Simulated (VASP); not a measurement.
Given:

```xyz
6
Lattice="4.9216 0.0000 0.0000 0.0000 5.5829 0.0000 0.0000 0.0000 2.6839" Properties=species:S:1:pos:R:3 pbc="T T T"
Fe     2.4608     2.7914     1.3420
Fe     0.0000     0.0000     0.0000
P      1.6173     4.8388     1.3420
P      3.3043     0.7441     1.3420
P      4.0780     3.5355     0.0000
P      0.8435     2.0473     0.0000
```

Calculation: PBEsol GGA with spin-orbit coupling, VASP's PBE PAW potentials (set 64) (plane waves; VASP). Run with 400 eV cut-off, 4×4×7 Γ-centred mesh, Gaussian smearing of 0.050 eV, potentials Fe P.

Give the energies of bands 27 to 40 at the high-symmetry points, in eV from the valence-band maximum.

```tsv
band	Γ	X	S	Y	Z	U	R	T
27	-1.25	-1.27	-1.41	-1.27	-2.35	-2.43	-1.45	-1.80
28	-1.25	-1.27	-1.41	-1.27	-2.35	-2.43	-1.45	-1.80
29	-0.74	-0.83	-0.98	-0.44	-1.13	-1.30	-0.97	-1.33
30	-0.74	-0.83	-0.98	-0.44	-1.13	-1.30	-0.97	-1.33
31	-0.38	-0.83	-0.98	-0.44	-1.13	-1.25	-0.97	-1.32
32	-0.38	-0.83	-0.98	-0.44	-1.13	-1.25	-0.97	-1.32
33	-0.17	-0.13	-0.09	-0.17	-0.56	-0.66	-0.07	-0.19
34	-0.17	-0.13	-0.09	-0.17	-0.56	-0.66	-0.07	-0.19
35	0.00	-0.13	-0.09	-0.17	-0.56	-0.62	-0.07	-0.17
36	0.00	-0.13	-0.09	-0.17	-0.56	-0.62	-0.07	-0.17
37	2.33	3.75	2.06	2.88	0.74	1.25	0.97	0.78
38	2.33	3.75	2.06	2.88	0.74	1.25	0.97	0.78
39	2.80	3.75	2.06	2.88	0.74	1.26	0.97	0.78
40	2.80	3.75	2.06	2.88	0.74	1.26	0.97	0.78
```

The gap is indirect, 0.39 eV, from the valence maximum at Γ to the conduction minimum at (0.00, 0.00, 0.29).

The structure comes from a computed database's FeP2 entry (Pnnm); how it stands against other phases isn't given here. It was relaxed first.
